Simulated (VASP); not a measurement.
Output of a VASP run:

**OSZICAR**
```
...
RMM:   3    -0.425875894902E+03   -0.50695E-07   -0.62158E-06   440   0.561E-03    0.299E-03
RMM:   4    -0.425875894710E+03    0.19207E-06   -0.10907E-06   306   0.243E-03
  17 F= -.42587589E+03 E0= -.42587589E+03  d E =-.920451E-03  mag=     1.0000
       N       E                     dE             d eps       ncg     rms          rms(c)
DAV:   1    -0.425876235829E+03   -0.34093E-03   -0.17638E-01   760   0.107E+00    0.777E-02
RMM:   2    -0.425876467391E+03   -0.23156E-03   -0.30418E-03   732   0.121E-01    0.355E-02
RMM:   3    -0.425876491493E+03   -0.24102E-04   -0.49472E-04   791   0.451E-02    0.249E-02
RMM:   4    -0.425876479908E+03    0.11585E-04   -0.80756E-05   726   0.197E-02    0.776E-03
RMM:   5    -0.425876481025E+03   -0.11168E-05   -0.18010E-05   456   0.922E-03
  18 F= -.42587648E+03 E0= -.42587648E+03  d E =-.586315E-03  mag=     1.0000
       N       E                     dE             d eps       ncg     rms          rms(c)
DAV:   1    -0.425876481439E+03   -0.15315E-05   -0.53128E-05   728   0.184E-02    0.305E-03
RMM:   2    -0.425876481763E+03   -0.32324E-06   -0.31547E-06   438   0.445E-03    0.187E-03
RMM:   3    -0.425876481795E+03   -0.32589E-07   -0.35980E-07   225   0.177E-03    0.118E-03
RMM:   4    -0.425876481796E+03   -0.11933E-08   -0.94869E-08   123   0.140E-03
  19 F= -.42587648E+03 E0= -.42587648E+03  d E =-.587087E-03  mag=     1.0000
       N       E                     dE             d eps       ncg     rms          rms(c)
DAV:   1    -0.425876520114E+03   -0.38319E-04   -0.93311E-02   760   0.780E-01    0.586E-02
RMM:   2    -0.425876651994E+03   -0.13188E-03   -0.17078E-03   732   0.916E-02    0.271E-02
RMM:   3    -0.425876667641E+03   -0.15648E-04   -0.29446E-04   815   0.342E-02    0.195E-02
RMM:   4    -0.425876659875E+03    0.77667E-05   -0.47302E-05   621   0.152E-02
  20 F= -.42587666E+03 E0= -.42587666E+03  d E =-.178078E-03  mag=     1.0000
       N       E                     dE             d eps       ncg     rms          rms(c)
DAV:   1    -0.425876677883E+03   -0.10242E-04   -0.89485E-03   760   0.242E-01    0.172E-02
RMM:   2    -0.425876689422E+03   -0.11539E-04   -0.15180E-04   732   0.272E-02    0.790E-03
RMM:   3    -0.425876689875E+03   -0.45227E-06   -0.19933E-05   474   0.970E-03    0.493E-03
RMM:   4    -0.425876689381E+03    0.49357E-06   -0.40081E-06   402   0.428E-03
  21 F= -.42587669E+03 E0= -.42587669E+03  d E =-.207585E-03  mag=     1.0000
       N       E                     dE             d eps       ncg     rms          rms(c)
DAV:   1    -0.425876716500E+03   -0.26625E-04   -0.64527E-02   760   0.650E-01    0.456E-02
RMM:   2    -0.425876804718E+03   -0.88218E-04   -0.11292E-03   732   0.731E-02    0.203E-02
RMM:   3    -0.425876814488E+03   -0.97701E-05   -0.18526E-04   768   0.272E-02    0.146E-02
RMM:   4    -0.425876810070E+03    0.44177E-05   -0.27580E-05   486   0.117E-02
  22 F= -.42587681E+03 E0= -.42587681E+03  d E =-.120689E-03  mag=     1.0000
       N       E                     dE             d eps       ncg     rms          rms(c)
DAV:   1    -0.425876817452E+03   -0.29638E-05   -0.24629E-03   792   0.127E-01    0.851E-03
RMM:   2    -0.425876820464E+03   -0.30120E-05   -0.41053E-05   530   0.139E-02    0.380E-03
RMM:   3    -0.425876820526E+03   -0.62220E-07   -0.48673E-06   421   0.490E-03    0.254E-03
RMM:   4    -0.425876820330E+03    0.19558E-06   -0.83552E-07   295   0.221E-03
  23 F= -.42587682E+03 E0= -.42587682E+03  d E =-.130949E-03  mag=     1.0000
```

OUTCAR:
```
------------------------ aborting loop because EDIFF is reached ----------------------------------------
  FORCE on cell =-STRESS in cart. coord.  units (eV):
  Direction    XX          YY          ZZ          XY          YZ          ZX
  --------------------------------------------------------------------------------------
  Total       16.2058755     16.4996450     11.1667002      0.0463990     -0.0055893     -0.0099353
  in kB       29.9587397     30.5018122     20.6431467      0.0857748     -0.0103326     -0.0183667
  external PRESSURE =      27.0345662 kB  Pullay stress =       0.0000000 kB
  volume of cell :      866.68
      direct lattice vectors                 reciprocal lattice vectors
     4.868317893 -8.432173817  0.000000000     0.102704879 -0.059296690  0.000000000
     4.868317893  8.432173817  0.000000000     0.102704879  0.059296690  0.000000000
     0.000000000  0.000000000 10.556283981     0.000000000  0.000000000  0.094730305
  FREE ENERGIE OF THE ION-ELECTRON SYSTEM (eV)
  ---------------------------------------------------
  free  energy   TOTEN  =      -425.8768203304 eV

  energy  without entropy=     -425.8768203304  energy(sigma->0) =     -425.87682033

 total charge

# of ion       s       p       d       tot
------------------------------------------
    1        1.002   1.368   0.368   2.738
    2        1.000   1.357   0.362   2.718
    3        0.997   1.348   0.357   2.703
    4        0.971   1.314   0.367   2.653
    5        1.002   1.368   0.368   2.738
    6        1.001   1.362   0.364   2.728
    7        0.998   1.348   0.357   2.703
    8        1.007   1.384   0.374   2.765
    9        1.001   1.357   0.361   2.718
   10        1.001   1.362   0.364   2.727
   11        0.999   1.354   0.360   2.714
   12        1.007   1.384   0.374   2.764
   13        0.999   1.343   0.355   2.697
   14        1.000   1.357   0.361   2.718
   15        1.009   1.383   0.370   2.762
   16        0.971   1.313   0.367   2.652
   17        1.002   1.368   0.368   2.738
   18        1.000   1.357   0.362   2.718
   19        0.998   1.348   0.358   2.704
   20        0.971   1.313   0.367   2.652
   21        0.999   1.343   0.355   2.698
   22        1.000   1.356   0.361   2.718
   23        1.009   1.383   0.370   2.762
   24        0.997   1.342   0.354   2.693
   25        1.000   1.344   0.355   2.698
   26        1.001   1.357   0.361   2.718
   27        1.009   1.383   0.370   2.762
   28        0.997   1.343   0.355   2.694
   29        1.001   1.358   0.362   2.720
   30        1.001   1.363   0.364   2.728
   31        1.000   1.354   0.360   2.714
   32        1.007   1.384   0.374   2.765
   33        1.001   1.357   0.361   2.719
   34        1.001   1.357   0.361   2.719
   35        0.999   1.354   0.360   2.713
   36        0.997   1.342   0.354   2.693
   37        1.246   2.455   0.000   3.701
   38        1.241   2.450   0.000   3.691
   39        1.241   2.451   0.000   3.692
   40        1.246   2.447   0.000   3.693
   41        1.246   2.456   0.000   3.701
   42        1.241   2.453   0.000   3.695
   43        1.241   2.451   0.000   3.692
   44        1.241   2.447   0.000   3.688
   45        1.241   2.454   0.000   3.695
   46        1.241   2.453   0.000   3.694
   47        1.241   2.449   0.000   3.691
   48        1.241   2.447   0.000   3.688
...
```
(Selected blocks of OUTCAR.)

**POSCAR**
```
Ga36HN36
1
    4.8683178927    -8.4321738171     0.0000000000
    4.8683178927     8.4321738171     0.0000000000
    0.0000000000     0.0000000000    10.5562839806
Ga N H
36 36 1
Direct
  0.2222220000   0.1111110000   0.2500000000
  0.1111110000   0.2222220000   0.0000000000
  0.2246430000   0.1119570000   0.7530580000
  0.1175180000   0.2245660000   0.5032000000
  0.2222220000   0.4444440000   0.2500000000
  0.1111110000   0.5555560000   0.0000000000
  0.2241110000   0.4523460000   0.7536580000
  0.1111110000   0.5555560000   0.5000000000
  0.2222220000   0.7777780000   0.2500000000
  0.1111110000   0.8888890000   0.0000000000
  0.2222220000   0.7777780000   0.7500000000
  0.1111110000   0.8888890000   0.5000000000
  0.5555560000   0.1111110000   0.2500000000
  0.4444440000   0.2222220000   0.0000000000
  0.5555560000   0.1111110000   0.7500000000
  0.4421790000   0.2200230000   0.4968720000
  0.5555560000   0.4444440000   0.2500000000
  0.4444440000   0.5555560000   0.0000000000
  0.5506660000   0.4390110000   0.7534650000
  0.4491410000   0.5550940000   0.4980370000
  0.5555560000   0.7777780000   0.2500000000
  0.4444440000   0.8888890000   0.0000000000
  0.5555560000   0.7777780000   0.7500000000
  0.4444440000   0.8888890000   0.5000000000
  0.8888890000   0.1111110000   0.2500000000
  0.7777780000   0.2222220000   0.0000000000
  0.8888890000   0.1111110000   0.7500000000
  0.7777780000   0.2222220000   0.5000000000
  0.8888890000   0.4444440000   0.2500000000
  0.7777780000   0.5555560000   0.0000000000
  0.8888890000   0.4444440000   0.7500000000
  0.7777780000   0.5555560000   0.5000000000
  0.8888890000   0.7777780000   0.2500000000
  0.7777780000   0.8888890000   0.0000000000
  0.8888890000   0.7777780000   0.7500000000
  0.7777780000   0.8888890000   0.5000000000
  0.2239110000   0.1170520000   0.4344490000
  0.1111110000   0.2222220000   0.1885000000
  0.2222220000   0.1111110000   0.9385000000
  0.1100770000   0.2245640000   0.6884440000
  0.2174900000   0.4446560000   0.4347650000
  0.1111110000   0.5555560000   0.1885000000
  0.2222220000   0.4444440000   0.9385000000
  0.1111110000   0.5555560000   0.6885000000
  0.2222220000   0.7777780000   0.4385000000
  0.1111110000   0.8888890000   0.1885000000
  0.2222220000   0.7777780000   0.9385000000
  0.1111110000   0.8888890000   0.6885000000
  0.5555560000   0.1111110000   0.4385000000
  0.4444440000   0.2222220000   0.1885000000
  0.5555560000   0.1111110000   0.9385000000
  0.4463350000   0.2261090000   0.6891220000
  0.5564100000   0.4405510000   0.4431410000
  0.4444440000   0.5555560000   0.1885000000
  0.5555560000   0.4444440000   0.9385000000
  0.4491910000   0.5598330000   0.6840960000
  0.5555560000   0.7777780000   0.4385000000
  0.4444440000   0.8888890000   0.1885000000
  0.5555560000   0.7777780000   0.9385000000
  0.4444440000   0.8888890000   0.6885000000
  0.8888890000   0.1111110000   0.4385000000
  0.7777780000   0.2222220000   0.1885000000
  0.8888890000   0.1111110000   0.9385000000
  0.7777780000   0.2222220000   0.6885000000
  0.8888890000   0.4444440000   0.4385000000
  0.7777780000   0.5555560000   0.1885000000
  0.8888890000   0.4444440000   0.9385000000
  0.7777780000   0.5555560000   0.6885000000
  0.8888890000   0.7777780000   0.4385000000
  0.7777780000   0.8888890000   0.1885000000
  0.8888890000   0.7777780000   0.9385000000
  0.7777780000   0.8888890000   0.6885000000
  0.3297040000   0.3320540000   0.6021280000
```

Problem. Reconstruct the remaining input files.

Solution. Several could match; the one computed here: the input of the run itself, PBE GGA, plane waves, VASP's PBE PAW potentials (set 64).

### INCAR
```
LREAL  =  Auto
ISPIN  =  2   # spin-polarised
NSW  =  60   # most ionic steps
LASPH  =  T
LMAXMIX  =  4   # l cut-off of mixed one-centre charges
ENCUT  =  400   # plane-wave cut-off (eV)
GGA  =  PE   # PBE
PREC  =  Normal
EDIFFG  =  -0.03
ISIF  =  2
NUPDOWN  =  1
LWAVE  =  F
SYSTEM  =  Ga36HN36
EDIFF  =  1E-5   # SCF stop (eV)
LCHARG  =  F
MAGMOM  =  73*0.0137
ISMEAR  =  0   # Gaussian
ISYM  =  0
IBRION  =  2
NELECT  =  291.0
SIGMA  =  0.05   # width (eV)
NELMIN  =  4
NELM  =  100
LORBIT  =  10
ALGO  =  Fast   # Davidson, then RMM-DIIS
```

KPOINTS:
```
Regular mesh
0
Gamma
1 1 1
0 0 0
```

POTCAR, in this order: Ga N H (PBE.64 set). Program: vasp_gam.

At this cut-off the stress carries a Pulay error, which pulls relaxed volumes low. The cell is charged, with a uniform compensating background. The supercell is sampled at Γ alone, which is coarse: total energies, pressure and levels can be off, energies of defects by several tenths of an eV.

The cell is a supercell with a defect, built from GaN (wurtzite): H_i, charge -2.
